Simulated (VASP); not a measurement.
Mo (bcc) is relaxed at rising pressure, each step from the one before. Symmetry mostly holds the structure type, and other phases were not tried. The mesh follows the cell, and a change of mesh leaves a small step in the series.

Space group Im-3m (No. 229); a = b = c = 3.131 Å, α = β = γ = 90.00°

```
atom  site  symmetry       x       y       z
----  ----  --------  ------  ------  ------
Mo      2a      m-3m  0.0000  0.0000  0.0000
```
(The calculation used a cell of 1 atom; values per cell refer to that cell.)

The numbers are results of PBEsol GGA, VASP's PBE PAW potentials (set 64) (plane waves; VASP 6.6.1), not measurements. Settings: 500 eV cut-off, 16×16×16 Γ-centred mesh, first-order Methfessel-Paxton smearing of 0.10 eV, potentials Mo_sv.

```
P (GPa)  V (Å³/atom)  H − H(0) (eV/atom)  space group  gap on the mesh (eV)    k-mesh
-------  -----------  ------------------  -----------  --------------------  --------
0              15.35               0.000        Im-3m                  0.00  16×16×16
5              15.09               0.475        Im-3m                  0.00  16×16×16
10               ___                 ___        Im-3m                  0.00  16×16×16
20             14.44               1.860        Im-3m                  0.00  17×17×17
30               ___                 ___        Im-3m                  0.00  17×17×17
45             13.58               4.043        Im-3m                  0.00  17×17×17
```

### Question
What belongs in the gaps?

### Answer

- 10, V (Å³/atom): 14.85
- 10, H − H(0) (eV/atom): 0.942
- 30, V (Å³/atom): 14.07
- 30, H − H(0) (eV/atom): 2.749

Pressures at which the relaxation failed are left out.

The compound is Mo in the bcc structure.
